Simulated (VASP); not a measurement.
Method: PBE GGA with spin-orbit coupling, VASP's PBE PAW potentials (set 64) (plane waves; VASP).

Input for VASP

POSCAR:
```
Fe3Mo
1
    3.6147560000     0.0000000000     0.0000000000
    0.0000000000     3.6147560000     0.0000000000
    0.0000000000     0.0000000000     3.6147560000
Fe Mo
3 1
Direct
  0.0000000000   0.5000000000   0.5000000000
  0.5000000000   0.5000000000   0.0000000000
  0.5000000000   0.0000000000   0.5000000000
  0.0000000000   0.0000000000   0.0000000000
```

### INCAR
```
SYSTEM = Fe3Mo
PREC = Accurate; ENCUT = 300; LREAL = F
LASPH = T
EDIFF = 1E-6; NELM = 100; ALGO = Normal
LMAXMIX = 4
ISMEAR = -1; SIGMA = 0.136
GGA = PE; GGA_COMPAT = F
MAGMOM = 2*0.0 4.0 2*0.0 4.0 2*0.0 4.0 3*0.0
LSORBIT = T; LNONCOLLINEAR = T
ISIF = 2
LWAVE = F; LCHARG = F; LORBIT = 11
```

KPOINTS:
```
Automatic mesh
0
Gamma
5 5 5
0 0 0
```

POTCAR, in this order: Fe Mo_sv (PBE.64 set). Program: vasp_ncl.

Output

### OSZICAR
```
       N       E                     dE             d eps       ncg     rms          rms(c)
DAV:   1     0.316469320532E+03    0.31647E+03   -0.11765E+04  2580   0.107E+03
DAV:   2    -0.103639233052E+02   -0.32683E+03   -0.30788E+03  2442   0.357E+02
DAV:   3    -0.366724926920E+02   -0.26309E+02   -0.22670E+02  2742   0.116E+02
DAV:   4    -0.376987997274E+02   -0.10263E+01   -0.10011E+01  2790   0.250E+01
DAV:   5    -0.377145502004E+02   -0.15750E-01   -0.15724E-01  2774   0.296E+00    0.302E+01
DAV:   6    -0.453891901061E+02   -0.76746E+01   -0.46136E+01  3050   0.928E+01    0.288E+01
DAV:   7    -0.358063046213E+02    0.95829E+01   -0.16926E+01  2868   0.593E+01    0.769E+00
DAV:   8    -0.356340627760E+02    0.17224E+00   -0.22800E+00  2842   0.133E+01    0.423E+00
DAV:   9    -0.356594932214E+02   -0.25430E-01   -0.18320E-01  3350   0.724E+00    0.401E+00
DAV:  10    -0.356070090502E+02    0.52484E-01   -0.14251E-01  3182   0.694E+00    0.209E+00
DAV:  11    -0.355929226628E+02    0.14086E-01   -0.50796E-02  3324   0.286E+00    0.602E-01
DAV:  12    -0.355954187092E+02   -0.24960E-02   -0.11504E-02  2682   0.889E-01    0.221E-01
DAV:  13    -0.355951539818E+02    0.26473E-03   -0.14605E-02  2470   0.733E-01    0.169E-01
DAV:  14    -0.355957143577E+02   -0.56038E-03   -0.14155E-02  2454   0.673E-01    0.110E-01
DAV:  15    -0.355958099954E+02   -0.95638E-04   -0.17712E-02  2452   0.714E-01    0.931E-02
DAV:  16    -0.355956155818E+02    0.19441E-03   -0.14638E-02  2448   0.645E-01    0.728E-02
DAV:  17    -0.355955603170E+02    0.55265E-04   -0.10815E-02  2448   0.573E-01    0.598E-02
DAV:  18    -0.355954296184E+02    0.13070E-03   -0.66041E-03  2464   0.434E-01    0.450E-02
DAV:  19    -0.355953501963E+02    0.79422E-04   -0.86075E-03  2454   0.508E-01    0.335E-02
DAV:  20    -0.355952256410E+02    0.12456E-03   -0.42001E-03  2440   0.376E-01    0.256E-02
DAV:  21    -0.355951490332E+02    0.76608E-04   -0.25336E-03  2440   0.273E-01    0.164E-02
DAV:  22    -0.355951059901E+02    0.43043E-04   -0.13345E-03  2448   0.204E-01    0.119E-02
DAV:  23    -0.355951232609E+02   -0.17271E-04   -0.10202E-03  2460   0.178E-01    0.136E-02
DAV:  24    -0.355951001370E+02    0.23124E-04   -0.87454E-04  2448   0.161E-01    0.117E-02
DAV:  25    -0.355950807958E+02    0.19341E-04   -0.33797E-04  2454   0.108E-01    0.693E-03
DAV:  26    -0.355950773397E+02    0.34561E-05   -0.20987E-04  2462   0.832E-02    0.580E-03
DAV:  27    -0.355950721657E+02    0.51740E-05   -0.11463E-04  2458   0.625E-02    0.386E-03
DAV:  28    -0.355950728765E+02   -0.71076E-06   -0.65521E-05  2436   0.462E-02    0.355E-03
DAV:  29    -0.355950702536E+02    0.26229E-05   -0.56900E-05  2362   0.430E-02    0.221E-03
DAV:  30    -0.355950701437E+02    0.10994E-06   -0.30808E-05  2276   0.321E-02    0.210E-03
DAV:  31    -0.355950692712E+02    0.87249E-06   -0.14942E-05  2278   0.227E-02    0.124E-03
DAV:  32    -0.355950690609E+02    0.21027E-06   -0.59708E-06  2280   0.153E-02
   1 F= -.35595069E+02 E0= -.35451344E+02  d E =-.287450E+00  mag=     0.0000     0.0000     2.0353
```

OUTCAR:
```
------------------------ aborting loop because EDIFF is reached ----------------------------------------
  FORCE on cell =-STRESS in cart. coord.  units (eV):
  Direction    XX          YY          ZZ          XY          YZ          ZX
  --------------------------------------------------------------------------------------
  Total       -0.3665197     -0.3665197     -0.3674245     -0.0000001      0.0000000      0.0000000
  in kB      -12.4328556    -12.4328556    -12.4635500     -0.0000042      0.0000000      0.0000000
  external PRESSURE =     -12.4430871 kB  Pullay stress =       0.0000000 kB
  volume of cell :       47.23
      direct lattice vectors                 reciprocal lattice vectors
     3.614756000  0.000000000  0.000000000     0.276643845  0.000000000  0.000000000
     0.000000000  3.614756000  0.000000000     0.000000000  0.276643845  0.000000000
     0.000000000  0.000000000  3.614756000     0.000000000  0.000000000  0.276643845
 POSITION                                       TOTAL-FORCE (eV/Angst)
 -----------------------------------------------------------------------------------
      0.00000      1.80738      1.80738         0.000000      0.000000      0.000000
      1.80738      1.80738      0.00000         0.000000      0.000000      0.000000
      1.80738      0.00000      1.80738         0.000000      0.000000      0.000000
      0.00000      0.00000      0.00000         0.000000      0.000000      0.000000
 -----------------------------------------------------------------------------------
    total drift:                               -0.000000     -0.000000     -0.000000
  FREE ENERGIE OF THE ION-ELECTRON SYSTEM (eV)
  ---------------------------------------------------
  free  energy   TOTEN  =       -35.5950690609 eV

  energy  without entropy=      -35.3076185757  energy(sigma->0) =      -35.45134382

 total charge

# of ion       s       p       d       tot
------------------------------------------
    1        0.513   0.583   6.308   7.403
    2        0.513   0.583   6.308   7.403
    3        0.513   0.583   6.308   7.403
    4        2.412   6.222   3.898  12.532
--------------------------------------------------
tot          3.952   7.969  22.821  34.742

 magnetization (x)

# of ion       s       p       d       tot
------------------------------------------
    1        0.000   0.000  -0.000  -0.000
    2       -0.000  -0.000   0.000  -0.000
    3        0.000   0.000  -0.000  -0.000
    4        0.000   0.000  -0.000  -0.000
--------------------------------------------------
tot         -0.000  -0.000  -0.000  -0.000

 magnetization (y)

# of ion       s       p       d       tot
------------------------------------------
    1        0.000   0.000   0.000   0.000
    2       -0.000  -0.000  -0.000  -0.000
    3        0.000   0.000   0.000   0.000
    4        0.000  -0.000   0.000  -0.000
--------------------------------------------------
tot         -0.000  -0.000   0.000   0.000

 magnetization (z)

# of ion       s       p       d       tot
------------------------------------------
    1        0.001  -0.005   0.814   0.809
    2        0.001  -0.005   0.814   0.809
    3        0.001  -0.005   0.814   0.809
    4       -0.013  -0.016  -0.365  -0.394
--------------------------------------------------
tot         -0.011  -0.032   2.076   2.033

 Ion:    1  E_soc:     -0.0140484

 Ion:    2  E_soc:     -0.0139686

 Ion:    3  E_soc:     -0.0140484

 Ion:    4  E_soc:     -0.2038673
```
(Selected blocks of OUTCAR.)

At this cut-off the stress carries a Pulay error, which pulls relaxed volumes low.

The structure was generated: Fe3Mo was put into an ordered model structure, which need not be its known phase. The cell was not relaxed at this level. The k-mesh is coarse (spacing up to 0.35 per Å, 2π included), so the numbers may not be converged in it. The run is one of a series of settings (GGA_COMPAT = .FALSE., ISPIN removed, LNONCOLLINEAR = .TRUE., LSORBIT = .TRUE., MAGMOM = 0.0 0.0 4.0 0.0 0.0 4.0 0.0 0.0 4.0 0.0 0.0 0.0, program vasp_ncl against the base run), some of them coarse on purpose.
